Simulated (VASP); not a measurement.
Write the native input for VASP 6.6.1 that does the following.

```
Task                   : single point
Functional             : LDA
Potentials or basis    : VASP PAW LDA potentials, release 64 (Sr_sv, C)
Cutoff                 : 520 eV
k mesh                 : 8 × 8 × 8
Occupations            : gaussian, width 0.01 eV
Spin                   : no spin polarisation
Dipole correction      : no
Further INCAR settings : ALGO = Normal; EDIFF = 1e-06; NBANDS = 16
```

The structure of SrC2 lies in POSCAR:

```
SrC2
1.0
   -2.0571500000      2.0571500000      3.3830000000
    2.0571500000     -2.0571500000      3.3830000000
    2.0571500000      2.0571500000     -3.3830000000
Sr C
1 2
Direct
    0.0000000000      0.0000000000      0.0000000000
    0.4120000000      0.4120000000      0.0000000000
    0.5880000000      0.5880000000      0.0000000000
```

These files were run (other wordings do the same):

INCAR

```
SYSTEM = SrC2
ALGO = Normal ; EDIFF = 1E-6
ENCUT = 520 ; ISIF = 2
ISMEAR = 0 ; LASPH = .True.
LCHARG = .True. ; LELF = .True.
LREAL = .False. ; LVHAR = .True.
LWAVE = .False. ; NBANDS = 16
NELM = 100 ; PREC = Accurate
SIGMA = 0.01
```

KPOINTS

```
k-points
0
Gamma
  8 8 8
  0 0 0
```

Potentials or basis: VASP PAW LDA potentials, release 64 (Sr_sv, C).

Command:

```sh
$ cat potpaw_LDA.64/Sr_sv/POTCAR potpaw_LDA.64/C/POTCAR > POTCAR
$ mpirun -np 1 vasp_std > vasp.out
```

Results of the run:

```json
{
  "Pressure": "2.9 GPa",
  "Largest force": "6.158 eV/Å",
  "Band gap on the k mesh": "1.75 eV, indirect (least direct gap 2.50 eV)"
}
```

Caveat: the standard files for N, O and F lose accuracy on very short bonds; forces of over 1 eV/Å show positions far from the minimum, so gaps and moduli don't describe the material at rest.

Wall time 41 s on 1 thread of Intel(R) Xeon(R) Platinum 8488C (Sapphire Rapids), with other jobs on the host, peak memory 0.19 GiB.
